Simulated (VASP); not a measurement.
Energy against volume of SrVO3 (cubic perovskite). Level of theory: vdW-DF2, VASP's PBE PAW potentials (set 64) (plane waves; VASP). Settings: 520 eV cut-off, 8×8×8 Γ-centred mesh, first-order Methfessel-Paxton smearing of 0.10 eV, potentials Sr_sv V_sv O.

| V (Å³/atom) | E (eV/atom) |
|---|---|
| 11.358 | -5.76357 |
| 11.721 | -5.78398 |
| 12.083 | -5.79077 |
| 12.446 | -5.78597 |

Q: Fit these four points and predict the energy of the run at 12.808 Å³/atom.

A: A cubic in V^(−2/3), the third-order Birch-Murnaghan form, passes through the four points with V0 = 12.11 Å³/atom and B0 = 169 GPa, and gives -5.7713 eV/atom there. The run gave -5.7714 eV/atom, -0.1 meV/atom from the fit; all five points give B0 = 169 GPa.

The compound is SrVO3 in the cubic perovskite structure. It was relaxed first, which changed the volume by +7 %. The run is not spin-polarised, so no magnetic state was tried.
